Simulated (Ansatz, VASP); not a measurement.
## Tl3BrO in VASP and in Ansatz

File INCAR:

```
SYSTEM = Tl3BrO
PREC     = Accurate       ! precision mode
ENCUT    = 520            ! plane-wave cutoff, eV
EDIFF    = 1E-6           ! SCF threshold, eV
ISMEAR   = 0              ! smearing method
SIGMA    = 0.05           ! smearing width, eV
LREAL    = .FALSE.        ! projectors in reciprocal space
LASPH    = .TRUE.         ! aspherical terms in the spheres
NELM     = 100            ! most SCF steps
ALGO     = Normal         ! electronic algorithm
ISIF     = 2              ! what is computed and relaxed
LWAVE    = .FALSE.        ! write WAVECAR
LCHARG   = .FALSE.        ! write CHGCAR
GGA      = PE             ! functional
NBANDS   = 34             ! bands
```

KPOINTS

```
Automatic mesh
0
G
  4 4 4
  0 0 0
```

The input POSCAR:

```
Tl3BrO
1.0
    5.3356450291      0.0000000000      0.0000000000
    0.0000000000      5.3356450291      0.0000000000
    0.0000000000      0.0000000000      5.3356450291
Br O Tl
1 1 3
Direct
    0.0000000000      0.0000000000      0.0000000000
    0.5000000000      0.5000000000      0.5000000000
    0.5000000000      0.5000000000      0.0000000000
    0.5000000000      0.0000000000      0.5000000000
    0.0000000000      0.5000000000      0.5000000000
```

Input for Ansatz:

```yaml
crystal:
  lattice:
    - [5.3356450291, 0.0, 0.0]
    - [0.0, 5.3356450291, 0.0]
    - [0.0, 0.0, 5.3356450291]
  atoms:
    - { symbol: Br, position: [0.0, 0.0, 0.0] }
    - { symbol: O, position: [0.5, 0.5, 0.5] }
    - { symbol: Tl, position: [0.5, 0.5, 0.0] }
    - { symbol: Tl, position: [0.5, 0.0, 0.5] }
    - { symbol: Tl, position: [0.0, 0.5, 0.5] }
basis:
  ecutwfc: 420
kpoints:
  mp_grid: { grid: [4, 4, 4] }
hamiltonian:
  xc: pbe
scf:
  occupations: { method: gaussian, width: 0.05 }
output:
  forces: true
  stress: true
  eigenvalues: true
```

The cell comes from a database or a generator and needn't be the stable form of this composition.

Alike in both runs: task single point; functional PBE; k mesh 4 × 4 × 4; occupations gaussian, width 0.05 eV; no spin polarisation.

|  | VASP | Ansatz |
| --- | --- | --- |
| version | VASP 6.6.1 | Ansatz 0.2.0 |
| potentials or method | VASP PAW PBE potentials, release 64 (Br, O, Tl_d) | scalar-relativistic, plane waves, PAW |
| plane-wave cutoff (eV) | 520 | 420 |
| valence electrons in the cell | 52 | 52 |

|  | VASP | Ansatz | Ansatz less VASP |
| --- | --- | --- | --- |
| gap on the k mesh at the Fermi level (eV) | none | none | - |
| pressure (GPa) | -0.2 | -0.2 | +0.04 |

A gap of «none» marks a metal or a gap that the smearing closes.

Spin-orbit coupling is left out, which matters for the levels of Tl.
